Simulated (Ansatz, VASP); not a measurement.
# BiAs in two plane-wave programs

Wanted: the spread between two codes on one cell, functional and k mesh. The cell is generated by rule, not measured, and may not be a known phase. The cell is taken from a series of runs on this material, whose earlier steps may have relaxed, scaled, displaced or heated it; both programs get it as it stands.

Main program and level: Ansatz 0.2.0; plane waves, with VASP 6.6.1 beside it; zone-centre phonons at PBE.

The structure was built from a prototype and need not be the compound's stable phase.

### 1. The structure

The structure is trigonal, space group R3m (No. 160). Conventional cell: a = 4.230 Å, b = 4.230 Å, c = 11.215 Å, α = 90.00°, β = 90.00°, γ = 120.00°. Bi has 6 As at 2.85 to 3.34 Å nearest. Nearest to As lie 6 Bi at 2.85 to 3.34 Å. Farther neighbours are not listed.

Structure file:

```xyz
2
Lattice="2.1148 1.2210 3.7384 -2.1148 1.2210 3.7384 0.0000 -2.4420 3.7384" Properties=species:S:1:pos:R:3 pbc="T T T"
Bi    0.0000    0.0000    0.1272
As    0.0000    0.0000    5.3290
```

### 2. VASP: zone-centre phonons, PBE

Second derivatives magnify differences that forces hide, and they need a tight electronic threshold.

Lines of VASP's logs that name or quote its potential files are left out, and so is its time.

INCAR reads:

```
SYSTEM = BiAs
PREC = Accurate
ENCUT = 500
EDIFF = 1E-08
NELM = 120
ISMEAR = 1
SIGMA = 0.2
LREAL = .FALSE.
ALGO = Normal
GGA = PE
NBANDS = 16
LORBIT = 11
LWAVE = .FALSE.
LCHARG = .FALSE.
ISIF = 2
IBRION = 8
LASPH = .TRUE.
GGA_COMPAT = .FALSE.
KPAR = 2
```

POSCAR reads:

```
BiAs
1.0
    2.1148063816      1.2209840337      3.7384497189
   -2.1148063816      1.2209840337      3.7384497189
    0.0000000000     -2.4419680674      3.7384497189
Bi As
1 1
Direct
    0.0113406411      0.0113406411      0.0113406411
    0.4751541749      0.4751541749      0.4751541749
```

KPOINTS reads:

```
Automatic mesh
0
Gamma
12 12 12
0 0 0
```

Potentials, in the order of the species: Bi_d and As (PBE family, release 64).

The run is started by

```sh
$ mpirun -np 2 vasp_std
```

Numbers of over 12 decimals in the logs are rounded to 6 here.

Output:

```text
[banner, memory and clock lines left out]
running    2 mpi-ranks, on    1 nodes
 distrk:  each k-point on    1 cores,    2 groups
 distr:  one band on    1 cores,    1 groups

 POSCAR found type information on POSCAR BiAs
 POSCAR found :  2 types and       2 ions
 LDA part: xc-table for (Slater+PW92), standard interpolation
 POSCAR, INCAR and KPOINTS ok, starting setup
 FFT: planning ... GRIDC
 FFT: planning ... GRID_SOFT
 FFT: planning ... GRID
 WAVECAR not read
 entering main loop
       N       E                     dE             d eps       ncg     rms          rms(c)
DAV:   1     0.143259536784E+03    0.14326E+03   -0.98480E+03  6056   0.127E+03
DAV:   2     0.817340182299E+00   -0.14244E+03   -0.13975E+03  6648   0.336E+02
DAV:   3    -0.856479595718E+01   -0.93821E+01   -0.93248E+01  7696   0.881E+01
DAV:   4    -0.876610199057E+01   -0.20131E+00   -0.20127E+00  7552   0.147E+01
DAV:   5    -0.877444837505E+01   -0.83464E-02   -0.83463E-02  8888   0.262E+00    0.231E+00
DAV:   6    -0.860654600684E+01    0.16790E+00   -0.64632E-01  8896   0.434E+00    0.122E+00
DAV:   7    -0.860976627850E+01   -0.32203E-02   -0.59331E-02  6912   0.121E+00    0.614E-01
DAV:   8    -0.861047250670E+01   -0.70623E-03   -0.63552E-03  8016   0.651E-01    0.875E-02
DAV:   9    -0.861038561950E+01    0.86887E-04   -0.15879E-03  8088   0.269E-01    0.542E-02
DAV:  10    -0.861040315414E+01   -0.17535E-04   -0.14645E-04  7704   0.708E-02    0.330E-02
DAV:  11    -0.861041043465E+01   -0.72805E-05   -0.46409E-05  7536   0.365E-02    0.749E-03
DAV:  12    -0.861041076060E+01   -0.32595E-06   -0.44933E-06  8112   0.127E-02    0.440E-03
DAV:  13    -0.861041060768E+01    0.15292E-06   -0.38706E-07  7600   0.401E-03    0.130E-03
DAV:  14    -0.861041066622E+01   -0.58541E-07   -0.58951E-08  7672   0.247E-03    0.808E-04
DAV:  15    -0.861041076892E+01   -0.10269E-06   -0.46441E-08  6928   0.175E-03    0.370E-04
DAV:  16    -0.861041080677E+01   -0.37855E-07   -0.66250E-09  3656   0.550E-04    0.223E-04
DAV:  17    -0.861041082463E+01   -0.17858E-07   -0.83182E-10  3432   0.274E-04    0.810E-05
DAV:  18    -0.861041081988E+01    0.47467E-08   -0.20453E-10  3272   0.131E-04
   1 F= -.86104108E+01 E0= -.86109421E+01  d E =0.159397E-02
 Linear response reoptimize wavefunctions to high precision
DAV:   1    -0.861041082117E+01   -0.12860E-08   -0.10186E-10  3664   0.127E-04
DAV:   2    -0.861041082118E+01   -0.10004E-10   -0.22730E-11  3208   0.465E-05
 Linear response DOF=           4
 Linear response progress:
  Degree of freedom:   1/  4
       N       E                     dE             d eps       ncg     rms          rms(c)
RMM:   1    -0.325888353057E+00   -0.32589E+00    0.17390E-01 34941   0.943E+00
RMM:   2    -0.333809081849E+00   -0.79207E-02   -0.16566E-02 47959   0.113E+00    0.446E-02
RMM:   3    -0.333746920098E+00    0.62162E-04   -0.14765E-03 53447   0.323E-01    0.274E-02
RMM:   4    -0.333322983069E+00    0.42394E-03   -0.97825E-05 53561   0.949E-02    0.427E-03
RMM:   5    -0.333339825902E+00   -0.16843E-04   -0.13717E-05 57533   0.328E-02    0.251E-03
RMM:   6    -0.333363448225E+00   -0.23622E-04   -0.23765E-06 53019   0.130E-02    0.709E-04
RMM:   7    -0.333367337479E+00   -0.38893E-05    0.17735E-08 55774   0.535E-03    0.387E-04
RMM:   8    -0.333365326603E+00    0.20109E-05    0.43652E-08 54966   0.199E-03    0.724E-05
RMM:   9    -0.333363892446E+00    0.14342E-05    0.22529E-08 57809   0.779E-04    0.397E-05
RMM:  10    -0.333363341771E+00    0.55067E-06    0.10596E-07 57464   0.341E-04    0.131E-05
RMM:  11    -0.333363170087E+00    0.17168E-06    0.12794E-07 59828   0.171E-04    0.597E-06
RMM:  12    -0.333362986115E+00    0.18397E-06    0.94581E-08 56024   0.900E-05    0.217E-06
RMM:  13    -0.333362936852E+00    0.49263E-07    0.40331E-08 58911   0.463E-05    0.864E-07
RMM:  14    -0.333362899515E+00    0.37337E-07    0.21775E-08 57775   0.237E-05    0.315E-07
RMM:  15    -0.333362911953E+00   -0.12438E-07    0.64928E-09 50189   0.131E-05    0.583E-07
RMM:  16    -0.333362897901E+00    0.14053E-07    0.64274E-09 39850   0.785E-06    0.240E-07
RMM:  17    -0.333362896199E+00    0.17020E-08    0.22334E-09 29705   0.545E-06    0.251E-07
 first order change of Fermi-energy   0.12692E-03
 force on displaced ion       1 direction 1 :  -2.298   0.005   0.001
 Linear response progress:
  Degree of freedom:   2/  4
       N       E                     dE             d eps       ncg     rms          rms(c)
RMM:   1    -0.327614735910E+00   -0.32761E+00    0.24657E-01  7605   0.980E+00
RMM:   2    -0.335433408005E+00   -0.78187E-02   -0.16159E-02 10282   0.108E+00    0.493E-02
RMM:   3    -0.335183664515E+00    0.24974E-03   -0.15022E-03 11579   0.329E-01    0.297E-02
RMM:   4    -0.334677307118E+00    0.50636E-03   -0.13721E-04 11140   0.112E-01    0.723E-03
RMM:   5    -0.334709888979E+00   -0.32582E-04   -0.19582E-05 12592   0.417E-02    0.443E-03
RMM:   6    -0.334709665178E+00    0.22380E-06   -0.28210E-06 11035   0.149E-02    0.110E-03
RMM:   7    -0.334721354896E+00   -0.11690E-04   -0.67035E-07 12525   0.648E-03    0.567E-04
RMM:   8    -0.334722020761E+00   -0.66586E-06   -0.10797E-07 11775   0.230E-03    0.192E-04
RMM:   9    -0.334723808438E+00   -0.17877E-05   -0.29897E-08 11510   0.871E-04    0.341E-05
RMM:  10    -0.334723702744E+00    0.10569E-06   -0.97409E-09 12849   0.367E-04    0.192E-05
RMM:  11    -0.334723802403E+00   -0.99658E-07   -0.53785E-09 11749   0.149E-04    0.367E-06
RMM:  12    -0.334723854773E+00   -0.52370E-07   -0.72634E-09 13106   0.676E-05    0.170E-06
RMM:  13    -0.334723858650E+00   -0.38776E-08    0.95660E-09 12494   0.321E-05    0.558E-07
 first order change of Fermi-energy  -0.31329E-01
 force on displaced ion       1 direction 3 :   0.000   0.000  -4.790
 Linear response progress:
  Degree of freedom:   3/  4
       N       E                     dE             d eps       ncg     rms          rms(c)
RMM:   1    -0.447970647309E-01   -0.44797E-01    0.51541E-02 59204   0.102E+00
RMM:   2    -0.437320067324E-01    0.10651E-02   -0.15857E-03 46289   0.261E-01    0.583E-02
RMM:   3    -0.439341087212E-01   -0.20210E-03   -0.28784E-04 53954   0.883E-02    0.327E-02
RMM:   4    -0.441891786743E-01   -0.25507E-03   -0.49846E-05 53538   0.505E-02    0.486E-03
RMM:   5    -0.442126637524E-01   -0.23485E-04   -0.67474E-06 56077   0.162E-02    0.244E-03
RMM:   6    -0.442053788673E-01    0.72849E-05   -0.71689E-07 53741   0.493E-03    0.693E-04
RMM:   7    -0.442052760504E-01    0.10282E-06   -0.21830E-08 54406   0.155E-03    0.152E-04
RMM:   8    -0.442054324179E-01   -0.15637E-06   -0.73176E-08 56562   0.544E-04    0.287E-05
RMM:   9    -0.442052928306E-01    0.13959E-06    0.10111E-07 59170   0.179E-04    0.768E-06
RMM:  10    -0.442052463878E-01    0.46443E-07   -0.69145E-08 59080   0.641E-05    0.258E-06
RMM:  11    -0.442052455967E-01    0.79112E-09    0.12216E-08 56427   0.238E-05    0.718E-07
 first order change of Fermi-energy  -0.21018E-03
 force on displaced ion       2 direction 1 :  -2.308   0.005   0.002
 Linear response progress:
  Degree of freedom:   4/  4
       N       E                     dE             d eps       ncg     rms          rms(c)
RMM:   1    -0.456171955065E-01   -0.45617E-01    0.51768E-02 12571   0.105E+00
RMM:   2    -0.442462807628E-01    0.13709E-02   -0.15075E-03 10396   0.232E-01    0.501E-02
RMM:   3    -0.443164616034E-01   -0.70181E-04   -0.26158E-04 11597   0.845E-02    0.278E-02
RMM:   4    -0.444112073405E-01   -0.94746E-04   -0.43427E-05 11567   0.465E-02    0.667E-03
RMM:   5    -0.444386137224E-01   -0.27406E-04   -0.57443E-06 12478   0.167E-02    0.315E-03
RMM:   6    -0.444427812219E-01   -0.41675E-05   -0.73094E-07 10709   0.555E-03    0.776E-04
RMM:   7    -0.444423151655E-01    0.46606E-06   -0.98828E-08 12035   0.206E-03    0.245E-04
RMM:   8    -0.444416506430E-01    0.66452E-06   -0.22377E-08 10801   0.701E-04    0.542E-05
RMM:   9    -0.444417199103E-01   -0.69267E-07   -0.51454E-08 12860   0.254E-04    0.292E-05
RMM:  10    -0.444417173609E-01    0.25494E-08    0.50097E-08 11805   0.961E-05    0.754E-06
 first order change of Fermi-energy   0.32054E-01
 force on displaced ion       2 direction 3 :   0.000  -0.000  -4.796
 Linear response finished
```

From OUTCAR (step 2):

```text
ion  position               nearest neighbor table
   1  0.011  0.011  0.011-   2 2.85   2 2.85   2 2.85   2 3.34   2 3.34   2 3.34
   2  0.475  0.475  0.475-   1 2.85   1 2.85   1 2.85   1 3.34   1 3.34   1 3.34

  LATTYP: Found a trigonal (rhomboedric) cell.
 ALAT       =     4.4653347403
 COS(alpha) =     0.5513959623

 Subroutine GETGRP returns: Found  6 space group operations
 (whereof  6 operations were pure point group operations)

The static configuration has the point symmetry C_3v.

 Found    189 irreducible k-points:

   k-points           NKPTS =    189   k-points in BZ     NKDIM =    189   number of bands    NBANDS=     16

   dimension x,y,z NGX =    36 NGY =   36 NGZ =   36
   dimension x,y,z NGXF=    72 NGYF=   72 NGZF=   72

   ENCUT  =  500.0 eV  36.75 Ry    6.06 a.u.   8.14  8.14  8.14*2*pi/ulx,y,z

   NELECT =      20.0000    total number of electrons

 k-points in reciprocal lattice and weights: Automatic mesh
   0.00000000  0.00000000  0.00000000       0.001
   0.08333333  0.00000000  0.00000000       0.003
   0.16666667  0.00000000 -0.00000000       0.003
   0.25000000 -0.00000000  0.00000000       0.003
   0.33333333  0.00000000  0.00000000       0.003
   0.41666667 -0.00000000  0.00000000       0.003
   0.50000000 -0.00000000  0.00000000       0.002
   0.08333333  0.08333333  0.00000000       0.003
   0.16666667  0.08333333  0.00000000       0.007
[...]
-0.41666667  0.50000000  0.41666667       0.003
   0.50000000  0.50000000  0.50000000       0.001

 average (electrostatic) potential at core
       1-105.4886       2 -48.9538

  Total        0.0154196      0.0154196      0.0073537      0.0000000     -0.0000000      0.0000000
  in kB        0.4265409      0.4265409      0.2034184      0.0000000     -0.0000000      0.0000000
  external PRESSURE =       0.3521667 kB  Pullay stress =       0.0000000 kB

  energy-cutoff  :      500.00
  volume of cell :       57.92
      direct lattice vectors                 reciprocal lattice vectors
     2.114806382  1.220984034  3.738449719     0.236428263  0.136501921  0.089163519
    -2.114806382  1.220984034  3.738449719    -0.236428263  0.136501921  0.089163519
     0.000000000 -2.441968067  3.738449719     0.000000000 -0.273003843  0.089163519

 POSITION                                       TOTAL-FORCE (eV/Angst)
 -----------------------------------------------------------------------------------
      0.00000      0.00000      0.12719         0.000000      0.000000     -0.013738
      0.00000      0.00000      5.32902         0.000000      0.000000      0.013738
 -----------------------------------------------------------------------------------
    total drift:                               -0.000000      0.000000     -0.000075

 Eigenvectors and eigenvalues of the dynamical matrix
 ----------------------------------------------------

   1 f  =    4.609324 THz    28.961236 2PiTHz  153.750496 cm-1    19.062623 meV
             X         Y         Z           dx          dy          dz
      0.000000  0.000000  0.127189     0.000000    0.000000   -0.513491
      0.000000  0.000000  5.329020     0.000000    0.000000    0.858095

   2 f  =    3.198387 THz    20.096058 2PiTHz  106.686707 cm-1    13.227460 meV
             X         Y         Z           dx          dy          dz
      0.000000  0.000000  0.127189     0.512855    0.000000   -0.000000
      0.000000  0.000000  5.329020    -0.858475   -0.000000    0.000000

   3 f  =    3.198387 THz    20.096058 2PiTHz  106.686707 cm-1    13.227460 meV
             X         Y         Z           dx          dy          dz
      0.000000  0.000000  0.127189    -0.000000   -0.512855   -0.000000
      0.000000  0.000000  5.329020    -0.000000    0.858475    0.000000

   4 f/i=    0.001193 THz     0.007497 2PiTHz    0.039802 cm-1     0.004935 meV
             X         Y         Z           dx          dy          dz
      0.000000  0.000000  0.127189    -0.000000    0.000000    0.858095
      0.000000  0.000000  5.329020    -0.000000    0.000000    0.513491

   5 f/i=    0.003197 THz     0.020086 2PiTHz    0.106634 cm-1     0.013221 meV
             X         Y         Z           dx          dy          dz
      0.000000  0.000000  0.127189     0.820675   -0.251938    0.000000
      0.000000  0.000000  5.329020     0.490273   -0.150508    0.000000

   6 f/i=    0.003197 THz     0.020086 2PiTHz    0.106634 cm-1     0.013221 meV
             X         Y         Z           dx          dy          dz
      0.000000  0.000000  0.127189     0.251938    0.820675    0.000000
      0.000000  0.000000  5.329020     0.150508    0.490273    0.000000

 ELASTIC MODULI CONTR FROM IONIC RELAXATION (kBar)
 Direction    XX          YY          ZZ          XY          YZ          ZX
 --------------------------------------------------------------------------------
 XX        -143.2223    -30.5274   -163.4508      0.0000    148.6875     -0.0000
 YY         -30.5274   -143.2223   -163.4508     -0.0000   -148.6875      0.0000
 ZZ        -163.4508   -163.4508   -307.5246     -0.0000      0.0000      0.0000
 XY           0.0000     -0.0000     -0.0000    -56.3475     -0.0000    146.9411
 YZ         148.6875   -148.6875      0.0000     -0.0000   -392.3508      0.0000
 ZX          -0.0000      0.0000      0.0000    146.9411      0.0000   -383.1884
 --------------------------------------------------------------------------------
```

(Part 1 of 2 ends here.)

[Lines on the potential files, build, host, timing and source positions are cut from VASP's logs without a mark.]

[Logs are printed without paths, hosts, clocks, repeated set-up lines and the standing remarks that a program may print on its own settings, such as how far it seeks lower states.]

[Hosts, paths, dates, database ids (printed as entryN), source tags and the programs' standing remarks are cut or masked in the printed files.]
